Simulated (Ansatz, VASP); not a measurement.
## MoSeS in two plane-wave programs

One calculation is typed for both programs; each brings its own data sets. How far apart do they land? Of the first pair: The structure shown is frame 30 of Ansatz's trajectory.

Program: Ansatz 0.2.0. Level of theory: plane waves, with VASP 6.6.1 beside it; single point at r2SCAN with D3(BJ). Results are calculated unless marked as measured.

### Step 1. The structure

The cell holds 42 atoms: 14 Mo, 14 S and 14 Se. Cell: a = 8.519 Å, b = 8.519 Å, c = 21.660 Å, α = 90.0°, β = 90.0°, γ = 120.0°. It derives from MoSeS (Janus MoSSe). As first built, before any earlier steps moved the atoms (in the runner's words): Janus MoSSe (a = 3.22 A) under Janus MoSSe (a = 3.22 A), bilayer, commensurate cell of 7 unit cells a layer, twist 21.79 deg; facing atoms 3.2 A apart;; flat layers, displaced by a Gaussian of 0.01 A. Vacuum lies along c.

### Step 2. Ansatz: dynamics, r2SCAN with D3(BJ)

Ansatz runs on its default PAW (the set named soft_2) files.

One frame of this run of dynamics is then solved in both programs, so the motion causes no difference.

input.yaml reads:

```yaml
crystal:
  lattice:
    - [8.5193, 0.0, 0.0]
    - [-4.25965, 7.37793, 0.0]
    - [0.0, 0.0, 21.66]
  atoms:
    - { symbol: Mo, position: [0.19102, 0.23751, 0.35627] }
    - { symbol: S, position: [0.23687, 0.04853, 0.42618] }
    - { symbol: Se, position: [0.23468, 0.04771, 0.27741] }
    - { symbol: Mo, position: [0.33205, 0.66574, 0.35555] }
    - { symbol: S, position: [0.37848, 0.47399, 0.42612] }
    - { symbol: Se, position: [0.38178, 0.47741, 0.27713] }
    - { symbol: Mo, position: [0.47689, 0.09519, 0.35623] }
    - { symbol: S, position: [0.52142, 0.90348, 0.42641] }
    - { symbol: Se, position: [0.52317, 0.90547, 0.27736] }
    - { symbol: Mo, position: [0.61966, 0.52585, 0.35576] }
    - { symbol: S, position: [0.66766, 0.33356, 0.42617] }
    - { symbol: Se, position: [0.6687, 0.33371, 0.27642] }
    - { symbol: Mo, position: [0.76112, 0.95141, 0.35496] }
    - { symbol: S, position: [0.80781, 0.76252, 0.42723] }
    - { symbol: Se, position: [0.80701, 0.76058, 0.27728] }
    - { symbol: Mo, position: [0.90588, 0.38214, 0.35566] }
    - { symbol: S, position: [0.95387, 0.19153, 0.42571] }
    - { symbol: Se, position: [0.95169, 0.19127, 0.27675] }
    - { symbol: Mo, position: [0.04594, 0.81126, 0.35601] }
    - { symbol: S, position: [0.0955, 0.61846, 0.42607] }
    - { symbol: Se, position: [0.0931, 0.61776, 0.2765] }
    - { symbol: Mo, position: [0.96486, 0.85032, 0.65301] }
    - { symbol: S, position: [0.91754, 0.61123, 0.72254] }
    - { symbol: Se, position: [0.91637, 0.61357, 0.57383] }
    - { symbol: Mo, position: [0.82143, 0.136, 0.65213] }
    - { symbol: S, position: [0.76981, 0.8976, 0.72259] }
    - { symbol: Se, position: [0.77186, 0.89724, 0.57372] }
    - { symbol: Mo, position: [0.10695, 0.56578, 0.65294] }
    - { symbol: S, position: [0.05849, 0.32601, 0.72337] }
    - { symbol: Se, position: [0.05767, 0.32593, 0.57422] }
    - { symbol: Mo, position: [0.39191, 0.99165, 0.65189] }
    - { symbol: S, position: [0.34837, 0.75872, 0.72213] }
    - { symbol: Se, position: [0.34288, 0.75453, 0.57373] }
    - { symbol: Mo, position: [0.24875, 0.27812, 0.65108] }
    - { symbol: S, position: [0.20264, 0.04094, 0.72311] }
    - { symbol: Se, position: [0.20177, 0.04197, 0.57375] }
    - { symbol: Mo, position: [0.53373, 0.70749, 0.65308] }
    - { symbol: S, position: [0.48699, 0.46791, 0.72213] }
    - { symbol: Se, position: [0.48801, 0.46915, 0.5746] }
    - { symbol: Mo, position: [0.67771, 0.42118, 0.65252] }
    - { symbol: S, position: [0.62974, 0.18208, 0.72315] }
    - { symbol: Se, position: [0.63101, 0.18551, 0.57447] }
kpoints:
  mp_grid: { grid: [1, 1, 1] }
hamiltonian:
  xc: r2scan
  dispersion: d3bj
scf:
  occupations: { method: gaussian, width: 0.05 }
output:
  forces: true
md:
  timestep: 2.0
  n_steps: 91
  ensemble: nvt_nose_hoover
  temperature: 400
  initial_velocities: maxwell_boltzmann
  seed: 9590
```

Started as:

```console
ansatz run input.yaml --threads 4 --pin off --max-ram 8192MiB --backend cpu --events-out ev --progress --plain --runs-dir out
```

Numbers of over 12 decimals in the logs are rounded to 6 here.

Log:

```text
Warning: md: disabling space-group detection — thermal motion breaks the input geometry's symmetry, so no spatial operation reduces the k-mesh or symmetrises the density; time reversal is kept, so that k and −k are solved as one point where they differ and the mesh holds both, and exact exchange and, on two spinor components, a DFT+U term hold to it where the run has them: on two components no moment then forms, and  [...]
Warning: the engine holds no damping parameters fitted to this dispersion correction and functional, so the run takes those fitted to r2scan beside the three-body term, which d3bj leaves out (hamiltonian.dispersion, under Limitations)
Engine: ansatz 0.2.0, aarch64-unknown-linux-gnu
Pseudopotentials: kind: paw
Pseudopotential: Mo, paw, valence charge 14, recommended cutoff 500 eV (meta_gga), Mo.paw.azcp
Pseudopotential: S, paw, valence charge 6, recommended cutoff 500 eV (meta_gga), S.paw.azcp
Pseudopotential: Se, paw, valence charge 16, recommended cutoff 500 eV (meta_gga), Se.paw.azcp
Functional definition: r2SCAN
  parameter k0 = 0.174
  parameter k1 = 0.065
  parameter a1 = 4.9479
  exchange = r2scan_x(k0 = k0, k1 = k1, a1 = a1)
  correlation = r2scan_c
Crystal: 42 atoms, lattice volume = 1361.435 Å³
Basis set: ecut = 500 eV, 34591 PW (Γ), exchange–correlation on 256×256×640 points (64 copies of the dense FFT grid, shifted against one another)
Bands: 303, of which v1, the nominal top of the filled ones, is band 252 counted from 1 (251 counted from 0)
Symmetry: 1 space group operations
k-points: 1
Non-local potential: Mo, projectors of the file, l = 0: 3, l = 1: 2, l = 2: 2, l = 3: 1
Non-local potential: S, projectors of the file, l = 0: 2, l = 1: 2, l = 2: 2
Non-local potential: Se, projectors of the file, l = 0: 2, l = 1: 2, l = 2: 3, l = 3: 1
PAW form: soft (Blöchl's): semilocal exchange-correlation on the pseudo side does not see the compensation charge
PAW frozen core: Mo, regenerated for the run's functional (the file was generated under x = pbe(κ = 0.804, μ = 0.219515), c = pbe(β = 0.066725))
PAW frozen core: S, regenerated for the run's functional (the file was generated under x = pbe(κ = 0.804, μ = 0.219515), c = pbe(β = 0.066725))
PAW frozen core: Se, regenerated for the run's functional (the file was generated under x = pbe(κ = 0.804, μ = 0.219515), c = pbe(β = 0.066725))
PAW one-centre angular grid: Mo, 590 points (default); XC on 160 Gauss nodes
PAW one-centre angular grid: S, 302 points (default); XC on 160 Gauss nodes
PAW one-centre angular grid: Se, 590 points (default); XC on 160 Gauss nodes
Initial density: superposition of atomic densities (neutral atoms: chi_scale 0, normalization atom), corrected by the library's trained network
Initial wavefunctions: pseudopotential atomic-orbital guess
Functional: x = r2scan, c = r2scan; τ floored in thin density (d = 2e-4 eV/Å³)
SCF iter   1: F=—  HF=-158965.073331 eV  |F-HF|=—  |Δ(HF+E_count)|=         —  Δρ=9.08e-3  dr2=2.58e0  dr2_τ=5.80e-1  ethr=1.77e-3  ⟨swp⟩=7.0  Hψ=1233  notcnv=0
preconditioner: auto → Resta (q_TF=auto, 2.312 Å⁻¹)  ε∞=4.7  [insulator: Δε(μ)=1.457 eV  Ē_g=8.334 eV  σ=0.050 eV  W_gap=1.00  n_scr=284 (ndim 8)  ℏωp=16.0 eV  f_vac=0.415  D(μ)=0.00/eV (n_scr^D=0)  ε∞_Penn≈4.7  vacuum switching on, ρ_ref=5.0e-3 e/Å³]
SCF iter   2: F=—  HF=-158965.415738 eV  |F-HF|=—  |Δ(HF+E_count)|=   3.42e-1  Δρ=4.69e-3  dr2=5.06e-1  dr2_τ=1.04e-1  ethr=5.11e-4  ⟨swp⟩=3.0  Hψ=457  notcnv=0  defer=45
SCF iter   3: F=—  HF=-158965.398353 eV  |F-HF|=—  |Δ(HF+E_count)|=   1.74e-2  Δρ=2.64e-3  dr2=7.01e-2  dr2_τ=2.86e-3  ethr=1.00e-4  ⟨swp⟩=2.0  Hψ=360  notcnv=0  defer=34
automatic band count: iteration 3 solves 292 bands in place of 303: the levels show a gap, and the empty bands left out lie too high to hold charge; the band table lists the bands solved (type scf.n_extra_bands for more)
SCF iter   4: F=—  HF=-158965.424129 eV  |F-HF|=—  |Δ(HF+E_count)|=   2.58e-2  Δρ=7.74e-4  dr2=2.05e-2  dr2_τ=1.43e-3  ethr=1.39e-5  ⟨swp⟩=2.0  Hψ=390  notcnv=0  defer=34
SCF iter   5: F=—  HF=-158965.423024 eV  |F-HF|=—  |Δ(HF+E_count)|=   1.10e-3  Δρ=4.91e-4  dr2=8.93e-3  dr2_τ=8.36e-4  ethr=4.07e-6  ⟨swp⟩=2.0  Hψ=427  notcnv=0  defer=34
SCF iter   6: F=—  HF=-158965.422494 eV  |F-HF|=—  |Δ(HF+E_count)|=   5.30e-4  Δρ=1.62e-4  dr2=7.30e-4  dr2_τ=8.42e-5  ethr=1.77e-6  ⟨swp⟩=2.0  Hψ=356  notcnv=0  defer=34
[...]
automatic band count: iteration 1 solves 292 bands in place of 303: the levels show a gap, and the empty bands left out lie too high to hold charge; the band table lists the bands solved (type scf.n_extra_bands for more)
md step    84: t =   168.00 fs  T =   197.3 K  F+E_penalty+E_count = -158963.66466285 eV  E_kin = 1.045781 eV  conserved = -158963.29861151 eV  (3 SCF iters, 5 dispersion substeps)
[... from here on, the SCF cycles and remarks between the steps are left out ...]
md step    85: t =   170.00 fs  T =   215.4 K  F+E_penalty+E_count = -158963.75270597 eV  E_kin = 1.141633 eV  conserved = -158963.29907725 eV  (4 SCF iters, 5 dispersion substeps)
md step    86: t =   172.00 fs  T =   237.3 K  F+E_penalty+E_count = -158963.85972528 eV  E_kin = 1.257483 eV  conserved = -158963.29962081 eV  (4 SCF iters, 5 dispersion substeps)
md step    87: t =   174.00 fs  T =   261.3 K  F+E_penalty+E_count = -158963.97693187 eV  E_kin = 1.384698 eV  conserved = -158963.30020272 eV  (4 SCF iters, 5 dispersion substeps)
md step    88: t =   176.00 fs  T =   285.7 K  F+E_penalty+E_count = -158964.09485538 eV  E_kin = 1.513873 eV  conserved = -158963.30078139 eV  (3 SCF iters, 5 dispersion substeps)
md step    89: t =   178.00 fs  T =   308.6 K  F+E_penalty+E_count = -158964.20399791 eV  E_kin = 1.635480 eV  conserved = -158963.30131648 eV  (5 SCF iters, 5 dispersion substeps)
md step    90: t =   180.00 fs  T =   328.4 K  F+E_penalty+E_count = -158964.29549297 eV  E_kin = 1.740531 eV  conserved = -158963.30176936 eV  (10 SCF iters, 5 dispersion substeps)
md step    91: t =   182.00 fs  T =   343.6 K  F+E_penalty+E_count = -158964.36173742 eV  E_kin = 1.821219 eV  conserved = -158963.30210466 eV  (10 SCF iters, 5 dispersion substeps)
iter 1 solved again at ethr=4.61e-12 eV; its pass at ethr=3.10e-3 eV (dr2=2.32e-8 eV) is discarded
SCF iter   1: F=—  HF=-158964.361737 eV  |F-HF|=—  |Δ(HF+E_count)|=         —  Δρ=8.38e-7  dr2=2.31e-8  dr2_τ=2.05e-9  ethr=4.61e-12  ⟨swp⟩=3.0  Hψ=1152  notcnv=0
preconditioner: auto → Resta (q_TF=auto, 2.312 Å⁻¹)  ε∞=4.8  [insulator: Δε(μ)=1.291 eV  Ē_g=8.223 eV  σ=0.050 eV  W_gap=1.00  n_scr=284 (ndim 8)  ℏωp=16.0 eV  f_vac=0.413  D(μ)=0.00/eV (n_scr^D=0)  ε∞_Penn≈4.8  vacuum switching on, ρ_ref=4.9e-3 e/Å³]
SCF iter   2: F=-158964.361737 eV  HF=-158964.361737 eV  |F-HF|=1.51e-8  |Δ(HF+E_count)|=   5.12e-9  Δρ=7.54e-7  dr2=2.07e-8  dr2_τ=2.24e-9  ethr=4.59e-12  ⟨swp⟩=4.0  Hψ=880  notcnv=0
SCF 93 converged in 2 iterations: F = -158964.361737 eV  dr2 = 2.07e-8
SCF converged after 2 iterations
Free energy (F): -158964.361737 eV
Harris-Foulkes:  -158964.361737 eV  (|F-HF|=1.51e-8)
Internal energy: -158964.361737 eV  (E = F + TS)
E sigma→0 (E₀):  -158964.361737 eV
Fermi energy:    5.073426 eV
--- Per-component energies (eV) ---
  E_band       = -10823.260344
  E_kinetic    = 9342.958593
  E_local      = -314924.437477  (includes V_loc(G=0)·N_el)
  E_nonlocal   = -5942.638445
  E_hartree    = 152966.515118
  E_xc         = -5172.580109
  E_vxc        = -6409.418365  (∫ρ·V_xc dr)
  E_paw        = -80522.878343  (= ΣΔE_a)
  E_vpaw       = 803.976069  (= ΣTr[D̂ρ^β])
  E_aug_tail   = -0.002824  (compensation charges beyond the density's cutoff)
  E_vtau       = 373.283199  (kinetic-family band-sum trace: ∫τ·v_τ [+ j·A + Jᵃ·Aᵃ] dr)
  E_ewald      = 85325.133239
  E_disp       = -7.091119  (pairwise vdW)
  E_core_change = -29.340369  (= ΣΔE_core)
  E_smearing   = -0.000000  (= −TS)
  E_closure    = 0.000000  (closes the sum)
  Σ components = -158964.361737   (vs F -158964.361737, Δ=0.00e0)
--- Forces (eV/Å), atoms counted from 1 ---
  atom   1  Mo    -0.41239295     0.90396009     0.55106175
  atom   2  S      0.15293864     0.05527537    -0.36393922
  atom   3  Se    -0.11864416     0.50617742    -1.02094847
  atom   4  Mo     1.03112580    -0.48439043     0.52649501
  atom   5  S     -0.01029628     0.35963616     0.13686855
  atom   6  Se     0.67130372    -0.32338485     0.79133062
  atom   7  Mo    -0.97665576    -0.38858757    -0.25843034
  atom   8  S      0.44394453    -0.26085436    -0.27453298
  atom   9  Se    -0.25272545    -0.33264267    -0.30047959
  atom  10  Mo    -0.22151987    -0.11824625     0.89400451
  atom  11  S      0.11084819     0.27887945    -0.19546724
  atom  12  Se     0.75300276    -0.59718019    -0.49566989
  atom  13  Mo    -0.64728193     0.21946064     0.62611307
  atom  14  S      0.06349271    -0.02009805     0.29144575
  atom  15  Se    -0.23267067     0.50085796    -0.65761948
  atom  16  Mo     0.57266989     0.21085596     0.14937073
  atom  17  S     -0.22788842    -0.46679206    -0.59466131
  atom  18  Se     0.15281410     0.23867328     0.41393095
  atom  19  Mo    -0.33516903    -0.01040140     0.05990467
  atom  20  S     -0.28120186     0.32770008    -0.37944210
  atom  21  Se    -0.23473262    -0.61420579    -0.25358675
  atom  22  Mo    -0.35772320    -0.22828933     0.80170619
  atom  23  S     -0.66282933    -0.26818651     0.30003611
  atom  24  Se     0.70027326    -0.19599416    -0.06278245
[...]
atom  35  S      1.12287035     0.17991433    -0.37488108
  atom  36  Se     0.60178451     0.30352277    -0.77695200
  atom  37  Mo     0.94591369    -0.60750396    -0.41129876
  atom  38  S     -0.62518211    -0.06396950     0.40755669
  atom  39  Se    -0.51590542    -0.46956626     0.52627674
  atom  40  Mo     0.40955604    -0.29210102    -0.77571361
  atom  41  S      0.04839484    -0.75873721     0.57738422
  atom  42  Se    -0.02497127     0.05911604     0.25791854
  max |Σ_I F_I| component: 1.53e-5 eV/Å
--- MD trajectory: 91 steps, t = 0.0 → 182.0 fs ---
  final state: T = 343.6 K   F+E_penalty+E_count = -158964.36173742 eV   E_kin = 1.821219 eV
  conserved energy: peak-to-peak 5.988e-3 eV (1.426e-4 eV/atom) over 182.0 fs
```

### Step 3. VASP: single point, r2SCAN with D3(BJ), pair 1

The same cell, functional, mesh and smearing now go to VASP, with its own data sets.

Lines of VASP's logs that name or quote its potential files are left out, and so is its time.

INCAR reads:

```
SYSTEM = MoSeS
PREC = Accurate
ENCUT = 440
EDIFF = 1E-06
NELM = 120
ISMEAR = 0
SIGMA = 0.05
LREAL = Auto
ALGO = Normal
METAGGA = R2SCAN
IVDW = 12
VDW_S6 = 1
VDW_S8 = 0.78981345
VDW_A1 = 0.49484001
VDW_A2 = 5.73083694
LASPH = .TRUE.
NBANDS = 211
LORBIT = 11
LWAVE = .FALSE.
LCHARG = .FALSE.
ISIF = 2
GGA_COMPAT = .FALSE.
EFERMI = MIDGAP
LMIXTAU = .TRUE.
```

POSCAR reads:

```
MoSeS
1.0
    8.5193000000      0.0000000000      0.0000000000
   -4.2596500000      7.3779300000      0.0000000000
    0.0000000000      0.0000000000     21.6600000000
Mo S Se
14 14 14
Direct
    0.1934244281      0.2435506978      0.3603693444
    0.3316136172      0.6664199850      0.3568467221
    0.4698425611      0.0948504526      0.3521052632
    0.6306564715      0.5240223206      0.3578162512
    0.7578529527      0.9529366638      0.3557294552
    0.9066920285      0.3821397059      0.3585964912
    0.0455969365      0.8163943003      0.3506694367
    0.9736763326      0.8536947355      0.6517820868
    0.8180403888      0.1344550572      0.6539612188
    0.1057423374      0.5651991819      0.6540858726
    0.3991843596      0.9976104409      0.6507386888
    0.2365634123      0.2687203592      0.6505170822
    0.5385427360      0.7051300297      0.6512234534
    0.6745960029      0.4103590031      0.6525484765
    0.2378677020      0.0515456232      0.4223176362
    0.3887829319      0.4810156778      0.4266989843
    0.5158042106      0.9061755804      0.4240166205
    0.6555749389      0.3249420908      0.4259141274
    0.8167175271      0.7773318532      0.4239289012
    0.9507566699      0.1905276954      0.4279547553
    0.0981415536      0.6300276636      0.4232963989
    0.9176332921      0.6031230982      0.7276408126
    0.7764719463      0.8899786254      0.7211311173
    0.0558736113      0.3319765842      0.7213388735
    0.3544741471      0.7621921054      0.7208402585
    0.2069794354      0.0514642996      0.7198984303
    0.4763810244      0.4545990542      0.7245383195
    0.6232605161      0.1821378083      0.7242659280
    0.2323102183      0.0674986073      0.2749953832
    0.3951139821      0.4766106482      0.2793859649
    0.5110462920      0.8965658389      0.2763250231
    0.6756617917      0.3392686024      0.2792566944
    0.7986492028      0.7655399279      0.2754247461
    0.9557097213      0.1979688070      0.2806001847
    0.0985769207      0.6243485639      0.2787119114
    0.9053066853      0.6047631246      0.5753139428
    0.7812387694      0.8931502467      0.5770406279
    0.0432876638      0.3330744531      0.5743444137
    0.3486226084      0.7508881217      0.5746168052
    0.1996428978      0.0373546510      0.5723130194
    0.4871953431      0.4569303314      0.5728301016
    0.6325082071      0.1745747113      0.5698337950
```

KPOINTS reads:

```
Automatic mesh
0
Gamma
1 1 1
0 0 0
```

Potentials, in the order of the species: Mo_sv, S and Se (PBE family, release 64).

Started as:

```console
export OMP_NUM_THREADS=3
mpirun -np 1 vasp_gam
```

Log:

```text
[banner, memory and clock lines left out]
running    1 mpi-ranks, on    1 nodes
[...]
Offloading initialized ...    1 GPUs detected
[...]
|                                                                             |
|               ----> ADVICE to this user running VASP <----                  |
|                                                                             |
|     You enforced a specific xc type in the INCAR file but a different       |
|     [... a line on the potential file left out ...]
|     I HOPE YOU KNOW WHAT YOU ARE DOING!                                     |
|                                                                             |

 LDA part: xc-table for (None), standard interpolation
 POSCAR, INCAR and KPOINTS ok, starting setup
[...]
entering main loop
       N       E                     dE             d eps       ncg     rms          rms(c)
DAV:   1     0.343324670039E+04    0.34332E+04   -0.20600E+05   534   0.144E+03
DAV:   2    -0.463698473953E+03   -0.38969E+04   -0.37776E+04   540   0.386E+02
DAV:   3    -0.823982445779E+03   -0.36028E+03   -0.35382E+03   516   0.986E+01
DAV:   4    -0.841192255367E+03   -0.17210E+02   -0.17108E+02   540   0.205E+01
[...]
DAV:  28    -0.713064940160E+03   -0.74080E-05   -0.88662E-07   300   0.265E-03    0.951E-04
DAV:  29    -0.713064941259E+03   -0.10994E-05   -0.17269E-07   260   0.140E-03    0.800E-04
DAV:  30    -0.713064941971E+03   -0.71197E-06   -0.12976E-07   260   0.121E-03
   1 F= -.72023808E+03 E0= -.72023808E+03  d E =-.652800E-66
```

From OUTCAR (step 3):

```text
 Edisp (eV)   -7.17314

  Total       7.10864     8.87357    11.40876    -1.25754    -2.97769     0.64003
  in kB       8.36566    10.44269    13.42617    -1.47991    -3.50423     0.75321
  external pressure =       10.74 kB  Pullay stress =        0.00 kB

 POSITION                                       TOTAL-FORCE (eV/Angst)
 -----------------------------------------------------------------------------------
      0.61040      1.79690      7.80560        -0.568825      0.336001     -1.915147
     -0.01360      4.91680      7.72930         0.601201     -0.100710     -0.823335
      3.59870      0.69980      7.62660         0.110784      0.260783      0.294811
      3.14060      3.86620      7.75030        -1.396082      0.969482     -0.596784
      2.39720      7.03070      7.70510        -0.611233      0.594834     -0.669679
      6.09660      2.81940      7.76720        -0.538885      0.305440     -0.335263
     -3.08910      6.02330      7.59550         0.050652      0.531033      0.850508
      4.65860      6.29850     14.11760        -0.090534     -1.526034      1.231601
      6.39640      0.99200     14.16480        -0.377567     -0.322835     -0.304269
     -1.50670      4.17000     14.16750        -0.130551      0.714342     -0.601942
     -0.84870      7.36030     14.09500        -0.803283     -0.305705     -0.182817
      0.87070      1.98260     14.09020         0.119188      1.863987     -0.456380
      1.58440      5.20240     14.10550         0.375741     -1.099683      0.703677
      3.99910      3.02760     14.13420        -0.291979      0.376244      0.546724
[...]
-----------------------------------------------------------------------------------
    total drift:                                0.003986     -0.001003      0.003917

  FREE ENERGIE OF THE ION-ELECTRON SYSTEM (eV)
  ---------------------------------------------------
  free  energy   TOTEN  =      -720.2380777514 eV

  energy  without entropy=     -720.2380777514  energy(sigma->0) =     -720.23807775

[... 3 further parts left out ...]
[key lines of the parts left out:]
E-fermi :   2.3275
```

This run has no spin polarisation, so a moment on Mo, if there is one, isn't seen.

(Part 1 of 3 ends here.)

[Lines on the potential files, build, host, timing and source positions are cut from VASP's logs without a mark.]

[Logs are printed without paths, hosts, clocks, repeated set-up lines and the standing remarks that a program may print on its own settings, such as how far it seeks lower states.]

[Hosts, paths, dates, database ids (printed as entryN), source tags and the programs' standing remarks are cut or masked in the printed files.]
